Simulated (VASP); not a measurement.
# FAlSeH2 in VASP: a series of runs

Aim: see how the results for FAlSeH2 move with the level of theory and the settings. Levels: r2SCAN0, PBE0+TS, BLYP+D3(BJ). Tasks: single point.

Everything below comes from runs of VASP 6.6.1. Logs are shortened: lines on timing, memory, paths and dates and some standing lists are left out, and cuts for length are marked.

## 1. The structure

The cell holds a molecule in a box, 5 atoms: a = 12.000 Å, b = 13.000 Å, c = 13.000 Å, α = 90.00°, β = 90.00°, γ = 90.00°.

## 2. Single point, r2SCAN0

The input, POSCAR:

```
AlH2SeF
1.0
   12.0000000000      0.0000000000      0.0000000000
    0.0000000000     13.0000000000      0.0000000000
    0.0000000000      0.0000000000     13.0000000000
F Al Se H
1 1 1 2
Cartesian
    4.8612500400      5.9148000600      8.0650000600
    5.6851500000      6.0921000400      6.6504999600
    6.6455499600      8.1541999500      6.2977999500
    5.7723500400      4.8878000600      5.6467999900
    7.1647500000      7.6895000000      5.0029999500
```

The input, INCAR.step1:

```
  PREC = Accurate
  ENCUT = 400
  EDIFF = 1E-5
  ISMEAR = 0
  SIGMA = 0.01
  LREAL = F
  LASPH = T
  NELM = 60
  ALGO = Normal
  ISIF = 2
  LWAVE = T
  LCHARG = F
  NBANDS = 17
  GGA = PE
```

The input, INCAR.step2:

```
  PREC = Accurate
  ENCUT = 400
  EDIFF = 1E-6
  ISMEAR = 0
  SIGMA = 0.01
  LREAL = F
  LASPH = T
  NELM = 60
  ALGO = Normal
  ISIF = 2
  LWAVE = F
  LCHARG = F
  METAGGA = R2SCAN
  LHFCALC = T
  AEXX = 0.25
  LMIXTAU = T
  PRECFOCK = Normal
  HFRCUT = -1
  NBANDS = 17
  ISTART = 1
```

The input, KPOINTS:

```
Automatic mesh
0
Gamma
  1 1 1
```

Potentials or basis: VASP PAW PBE potentials, release 64 (F_s, Al, Se, H_s).

Run with:

```console
cat potpaw_PBE.64/F_s/POTCAR potpaw_PBE.64/Al/POTCAR potpaw_PBE.64/Se/POTCAR potpaw_PBE.64/H_s/POTCAR > POTCAR
cp INCAR.step1 INCAR
mpirun -np 1 vasp_gam > vasp.out
cp INCAR.step2 INCAR
mpirun -np 1 vasp_gam > vasp.out
```

OUTCAR:

```text
PREC = Accurate
   ENCUT = 400
   EDIFF = 1E-6
   ISMEAR = 0
   LREAL = F
   LASPH = T
   NELM = 60
   ISIF = 2
   METAGGA = R2SCAN
   LHFCALC = T
   AEXX = 0.25
   PRECFOCK = Normal
   ISTART = 1

 ion  position               nearest neighbor table
   1  0.405  0.455  0.620-   2 1.65
   2  0.474  0.469  0.512-   4 1.57   1 1.65   3 2.30
   3  0.554  0.627  0.484-   5 1.47   2 2.30
   4  0.481  0.376  0.434-   2 1.57
   5  0.597  0.592  0.385-   3 1.47

  LATTYP: Found a simple tetragonal cell.
 ALAT       =    13.0000000000
 C/A-ratio  =     0.9230769231

  Lattice vectors:

 A1 = (   0.0000000000,  13.0000000000,   0.0000000000)
 A2 = (   0.0000000000,   0.0000000000,  13.0000000000)
 A3 = (  12.0000000000,   0.0000000000,   0.0000000000)

Analysis of symmetry for initial positions (statically):
=====================================================================
 Subroutine PRICEL returns:
 Original cell was already a primitive cell.

 Routine SETGRP: Setting up the symmetry group for a
 simple tetragonal supercell.

 Subroutine GETGRP returns: Found  1 space group operations
 (whereof  1 operations were pure point group operations)
 out of a pool of 16 trial point group operations.

The static configuration has the point symmetry C_1 .

Analysis of symmetry for dynamics (positions and initial velocities):
=====================================================================
 Subroutine PRICEL returns:
 Original cell was already a primitive cell.

 Routine SETGRP: Setting up the symmetry group for a
 simple tetragonal supercell.

 Subroutine GETGRP returns: Found  1 space group operations
 (whereof  1 operations were pure point group operations)
 out of a pool of 16 trial point group operations.

The dynamic configuration has the point symmetry C_1 .

 Subroutine INISYM returns: Found  1 space group operations
 (whereof  1 operations are pure point group operations),
 and found     1 'primitive' translations

----------------------------------------------------------------------------------------

                                     Primitive cell

  volume of cell :    2028.0000

  direct lattice vectors                    reciprocal lattice vectors
    12.000000000  0.000000000  0.000000000     0.083333333  0.000000000  0.000000000
     0.000000000 13.000000000  0.000000000     0.000000000  0.076923077  0.000000000
     0.000000000  0.000000000 13.000000000     0.000000000  0.000000000  0.076923077

  length of vectors
    12.000000000 13.000000000 13.000000000     0.083333333  0.076923077  0.076923077

  position of ions in fractional coordinates (direct lattice)
     0.405104170  0.454984620  0.620384620
     0.473762500  0.468623080  0.511576920
     0.553795830  0.627246150  0.484446150
     0.481029170  0.375984620  0.434369230
     0.597062500  0.591500000  0.384846150

  ion indices of the primitive-cell ions
   primitive index   ion index
                 1           1
                 2           2
                 3           3
                 4           4
                 5           5

----------------------------------------------------------------------------------------

 KPOINTS: Automatic mesh

Automatic generation of k-mesh.
 Grid dimensions read from file:
 generate k-points for:    1    1    1

 Generating k-lattice:

  Cartesian coordinates                     Fractional coordinates (reciprocal lattice)
     0.083333333  0.000000000  0.000000000     1.000000000  0.000000000  0.000000000
     0.000000000  0.076923077  0.000000000     0.000000000  1.000000000  0.000000000
     0.000000000  0.000000000  0.076923077     0.000000000  0.000000000  1.000000000

  Length of vectors
     0.083333333  0.076923077  0.076923077

  Shift w.r.t. Gamma in fractional coordinates (k-lattice)
     0.000000000  0.000000000  0.000000000

 Subroutine IBZKPT returns following result:
 ===========================================

 Found      1 irreducible k-points:

 Following reciprocal coordinates:
            Coordinates               Weight
  0.000000  0.000000  0.000000      1.000000
   k-points           NKPTS =      1   k-points in BZ     NKDIM =      1   number of bands    NBANDS=     17
   number of dos      NEDOS =    301   number of ions     NIONS =      5
   total plane-waves  NPLWV = 648000
   dimension x,y,z NGX =    80 NGY =   90 NGZ =   90
   dimension x,y,z NGXF=   160 NGYF=  180 NGZF=  180
   ions per type =               1   1   1   2
   NGX,Y,Z   is equivalent  to a cutoff of  11.08, 11.51, 11.51 a.u.
   NGXF,Y,Z  is equivalent  to a cutoff of  22.17, 23.02, 23.02 a.u.
 SYSTEM =  unknown system
   PREC   = accura    normal or accurate (medium, high low for compatibility)
   ISTART =      1    job   : 0-new  1-cont  2-samecut
   ICHARG =      0    charge: 1-file 2-atom 10-const
   ISPIN  =      1    spin polarized calculation?
   LNONCOLLINEAR =      F non collinear calculations
   LSORBIT =      F    spin-orbit coupling
   LASPH  =      T    aspherical Exc in radial PAW
   ENCUT  =  400.0 eV  29.40 Ry    5.42 a.u.  19.57 21.20 21.20*2*pi/ulx,y,z
   NELM   =     60;   NELMIN=  2; NELMDL=  0     # of ELM steps
   EDIFF  = 0.1E-05   stopping-criterion for ELM
   LREAL  =      F    real-space projection
   EDIFFG = 0.1E-04   stopping-criterion for IOM
   NSW    =      0    number of steps for IOM
   IBRION =     -1    ionic relax: 0-MD 1-quasi-New 2-CG
   NFREE  =      0    steps in history (QN), initial steepest desc. (CG)
   ISIF   =      2    stress and relaxation
   ISYM   =      3    0-nonsym 1-usesym 2-fastsym
   POTIM  = 0.5000    time-step for ionic-motion
   TEBEG  =    0.0;   TEEND  =   0.0 temperature during run
   PSTRESS=    0.0 pullay stress
   NELECT =      18.0000    total number of electrons
   NUPDOWN=      -1.0000    fix difference up-down
   EMIN   =  10.00;   EMAX   =-10.00  energy-range for DOS
   EFERMI =   0.00;   METHOD = LEGACY
   ISMEAR =     0;   SIGMA  =   0.01  broadening in eV -4-tet -1-fermi 0-gaus
   EFERMI_NEDOS =   21; number of points for ismear=-14 and -15
   IALGO  =     38    algorithm
   IMIX   =      1    mixing-type and parameters
     AMIX     =   0.40;   BMIX     =  1.00
     AMIX_MAG =   1.60;   BMIX_MAG =  1.00
  volume/ion in A,a.u.               =     405.60      2737.12
  Fermi-wavevector in a.u.,A,eV,Ry     =   0.338956  0.640534  1.563187  0.114891
  Thomas-Fermi vector in A             =   1.241439
   LORBIT       =      0    0 simple, 1 ext, 2 COOP (PROOUT), +10 PAW based schemes
   METAGGA = R2SCAN    functional components
   LHFCALC =     T    Hartree Fock is set to
   PRECFOCK=normal    Normal, Fast or Accurate (Low or Medium for compatibility)
   ENCUT4O =  -1.0   cutoff for four orbital integrals eV
   NKREDX  =     1    reduce k-point grid by
   NKREDY  =     1    reduce k-point grid by
   NKREDZ  =     1    reduce k-point grid by
   AEXX    =    0.2500 exact exchange contribution
   HFSCREEN=    0.0000 screening length (either q_TF or 0.3 A-1)
   HFSCREENC=   0.0000 screening length for correlation (either q_TF or 0.3 A-1)
   ENCUTFOCK=  -1.0 apply spherical cutoff to Coloumb kernel
   IVDW    =     0    specifies the selected vdW correction
   LEPSILON=     F    determine dielectric tensor
   LRPA    =     F    only Hartree local field effects (RPA)
 non-spin polarized calculation
 Gauss-broadening in eV      SIGMA  =   0.01
  energy-cutoff  :      400.00
  volume of cell :     2028.00
 maximum number of plane-waves:     18418
 NGX is ok and might be reduce to    80
  NGX = 60; NGY = 64; NGZ = 64

 number of electron      18.0000001 magnetization

 Free energy of the ion-electron system (eV)
  ---------------------------------------------------
  ext. energy  EPLUGINS =         0.00000000
  ---------------------------------------------------
  free energy    TOTEN  =       -37.12847351 eV

  energy without entropy =      -37.12847351  energy(sigma->0) =      -37.12847351

 E-fermi :  -7.4998     XC(G=0):  -0.4016

 val. band max:       -7.5675475529   @ k =   0.0000   0.0000   0.0000
 cond. band min:      -0.6843172823   @ k =   0.0000   0.0000   0.0000
 fundamental gap:      6.8832302706
 Fermi energy:        -7.4998203407

 k-point     1 :       0.0000    0.0000    0.0000
  band No.  band energies     occupation
      1     -33.1455      2.00000
      2     -20.4608      2.00000
      3     -13.3374      2.00000
      4     -11.9565      2.00000
      5     -11.8474      2.00000
      6     -11.0845      2.00000
      7     -10.6444      2.00000
      8      -8.6311      2.00000
      9      -7.5675      2.00000
     10      -0.6843      0.00000
     11      -0.2712      0.00000
     12       0.1533      0.00000
     13       0.5067      0.00000
     14       0.7684      0.00000
     15       1.0655      0.00000
     16       1.0939      0.00000
     17       1.2052      0.00000

------------------------ aborting loop because EDIFF is reached ----------------------------------------

  FORCE on cell =-STRESS in cart. coord.  units (eV):
  Direction    XX          YY          ZZ          XY          YZ          ZX
  --------------------------------------------------------------------------------------
  -------------------------------------------------------------------------------------
  Total       -0.2856115     -0.7477787     -0.5026011     -0.1685626     -0.1118861      0.1589732
  in kB       -0.2256412     -0.5907663     -0.3970691     -0.1331692     -0.0883932      0.1255933
  external PRESSURE =      -0.4044922 kB  Pullay stress =       0.0000000 kB

 VOLUME and BASIS-vectors are now :
 -----------------------------------------------------------------------------
  energy-cutoff  :      400.00
  volume of cell :     2028.00
      direct lattice vectors                 reciprocal lattice vectors
    12.000000000  0.000000000  0.000000000     0.083333333  0.000000000  0.000000000
     0.000000000 13.000000000  0.000000000     0.000000000  0.076923077  0.000000000
     0.000000000  0.000000000 13.000000000     0.000000000  0.000000000  0.076923077

 POSITION                                       TOTAL-FORCE (eV/Angst)
 -----------------------------------------------------------------------------------
      4.86125      5.91480      8.06500         0.004104      0.014203      0.012587
      5.68515      6.09210      6.65050         0.120018      0.071239     -0.175321
      6.64555      8.15420      6.29780        -0.027384     -0.266732     -0.137888
      5.77235      4.88780      5.64680        -0.014353      0.125066      0.112408
      7.16475      7.68950      5.00300        -0.082385      0.056225      0.188214
 -----------------------------------------------------------------------------------
    total drift:                                0.004814      0.005063      0.010038

  FREE ENERGIE OF THE ION-ELECTRON SYSTEM (eV)
  ---------------------------------------------------
  free  energy   TOTEN  =       -37.1284735106 eV

  energy  without entropy=      -37.1284735106  energy(sigma->0) =      -37.12847351
```

Run time: 14 min. Hardware: 1 thread of Intel Xeon Platinum 8375C at 2.90GHz (Ice Lake), shared host; peak memory 1.4 GiB.

What came out:

```yaml
Free_energy: -37.1285 eV
Largest_force: 0.302 eV/Å
Gap_between_the_frontier_levels: 6.88 eV
```

Forces in eV/Å, atoms in the order of the input:
```
F    0.004  0.014  0.013
Al   0.120  0.071 -0.175
Se  -0.027 -0.267 -0.138
H   -0.014  0.125  0.112
H   -0.082  0.056  0.188
```

Caveat: the PAW data sets were made with another functional, which shifts forces and pressure a little.

## 3. Single point, PBE0+TS

The input, POSCAR:

```
AlH2SeF
1.0
   12.0000000000      0.0000000000      0.0000000000
    0.0000000000     13.0000000000      0.0000000000
    0.0000000000      0.0000000000     13.0000000000
F Al Se H
1 1 1 2
Direct
    0.4051041700      0.4549846200      0.6203846200
    0.4737625000      0.4686230800      0.5115769200
    0.5537958300      0.6272461500      0.4844461500
    0.4810291700      0.3759846200      0.4343692300
    0.5970625000      0.5915000000      0.3848461500
```

The input, INCAR.step1:

```
SYSTEM = AlH2SeF
ALGO = Normal ; EDIFF = 1E-5
ENCUT = 520 ; GGA = PE
ISIF = 2 ; ISMEAR = 0
LASPH = .True. ; LCHARG = .False.
LREAL = .False. ; LWAVE = .True.
NBANDS = 17 ; NELM = 60
PREC = Accurate ; SIGMA = 0.01
```

The input, INCAR.step2:

```
SYSTEM = AlH2SeF
AEXX = 0.25 ; ALGO = Normal
EDIFF = 1E-6 ; ENCUT = 520
GGA = PE ; HFRCUT = -1
ISIF = 2 ; ISMEAR = 0
ISTART = 1 ; IVDW = 2
LASPH = .True. ; LCHARG = .False.
LHFCALC = .True. ; LREAL = .False.
LWAVE = .False. ; NBANDS = 17
NELM = 60 ; PREC = Accurate
PRECFOCK = Fast ; SIGMA = 0.01
```

The input, KPOINTS:

```
k-points
0
Gamma
  1 1 1
  0 0 0
```

Potentials or basis: VASP PAW PBE potentials, release 64 (F, Al, Se, H).

Run with:

```console
cat potpaw_PBE.64/F/POTCAR potpaw_PBE.64/Al/POTCAR potpaw_PBE.64/Se/POTCAR potpaw_PBE.64/H/POTCAR > POTCAR
cp INCAR.step1 INCAR
mpirun -np 1 vasp_gam > vasp.out
cp INCAR.step2 INCAR
mpirun -np 1 vasp_gam > vasp.out
```

Run time: 6.3 min. Hardware: 1 thread of Intel Xeon Platinum 8375C at 2.90GHz (Ice Lake), shared host; peak memory 1.5 GiB.

The run converged. Its results:

```
Free energy                     : -25.4366 eV
Largest force                   : 0.169 eV/Å
Gap between the frontier levels : 6.51 eV
Hirshfeld charges               : F -0.30; Al +0.53; Se -0.12; H -0.14, +0.03 e
Dispersion energy per atom      : -0.003 eV
```

Forces in eV/Å, atoms in the order of the input:
```
F   -0.048 -0.003  0.083
Al   0.089  0.031 -0.141
Se  -0.012 -0.068 -0.025
H   -0.006  0.039  0.041
H   -0.023  0.002  0.042
```

Levels at points of the mesh, in eV from the valence-band top:
| k point | band 5 | band 6 | band 7 | band 8 | band 9 | band 10 | band 11 | band 12 | band 13 | band 14 |
| --- | --- | --- | --- | --- | --- | --- | --- | --- | --- | --- |
| (0.00, 0.00, 0.00) | -4.13 | -3.44 | -3.02 | -1.04 | 0.00 | 6.51 | 6.83 | 7.30 | 7.75 | 7.85 |

Caveat: the PAW data sets were made with another functional, which shifts forces and pressure a little.

## 4. Single point, BLYP+D3(BJ)

The input, INCAR:

```
  AGGAC = 1.0
  AGGAX = 1.0
  ALDAC = 0.0
  ALDAX = 1.0
  ALGO = Normal
  EDIFF = 1E-7
  ENCUT = 520
  GGA = B5
  ISIF = 2
  ISMEAR = 0
  IVDW = 12
  LASPH = True
  LCHARG = False
  LREAL = False
  LWAVE = False
  NELM = 60
  PREC = Accurate
  SIGMA = 0.01
  VDW_A1 = 0.4298
  VDW_A2 = 4.2359
  VDW_S6 = 1.0
  VDW_S8 = 2.6996
```

The input, KPOINTS:

```
k-points
0
Gamma
  1 1 1
```

POSCAR is that of step 3.

Run with:

```console
cat potpaw_PBE.64/F/POTCAR potpaw_PBE.64/Al/POTCAR potpaw_PBE.64/Se/POTCAR potpaw_PBE.64/H/POTCAR > POTCAR
mpirun -np 1 vasp_gam > vasp.out
```

Run time: 6.2 min. Hardware: 1 thread of Intel Xeon Platinum 8375C at 2.90GHz (Ice Lake), shared host; peak memory 1.5 GiB.

Results (log left out):

| Quantity | Value |
| --- | --- |
| Free energy | -19.3763 eV |
| Largest force | 0.763 eV/Å |
| Gap between the frontier levels | 4.60 eV |
| Dispersion energy per atom | -0.038 eV |

Forces in eV/Å, atoms in the order of the input:
```
F   -0.382 -0.080  0.655
Al   0.257 -0.191 -0.610
Se   0.022  0.390  0.232
H   -0.007 -0.023 -0.003
H    0.111 -0.096 -0.274
```

Levels at points of the mesh, in eV from the valence-band top:
```csv
k point,band 5,band 6,band 7,band 8,band 9,band 10,band 11,band 12,band 13
"(0.00, 0.00, 0.00)",-3.36,-3.11,-2.72,-1.00,0.00,4.60,4.89,5.28,6.03
```

Caveat: the PAW data sets were made with another functional, which shifts forces and pressure a little. BLYP gaps usually lie below the measured ones, often by a third to a half.

## 5. Summary

```csv
level,potentials or basis,cutoff (eV),grid for exact exchange (PRECFOCK),exchange at q = 0,gap on the mesh (eV),largest force (eV/Å)
r2SCAN0,"VASP PAW PBE potentials, release 64 (F_s, Al, Se, H_s)",400,Normal,truncated,6.88,0.30
PBE0+TS,"VASP PAW PBE potentials, release 64 (F, Al, Se, H)",520,Fast,truncated,6.51,0.17
BLYP+D3(BJ),"VASP PAW PBE potentials, release 64 (F, Al, Se, H)",520,-,-,4.60,0.76
```

Alike in all rows: task single point; no spin polarisation; cell as given; k mesh 1 × 1 × 1; smearing gaussian 0.01 eV.

Caveats: the PAW data sets were made with another functional, which shifts forces and pressure a little.

Absolute energies hang on the potentials; compare differences alone.
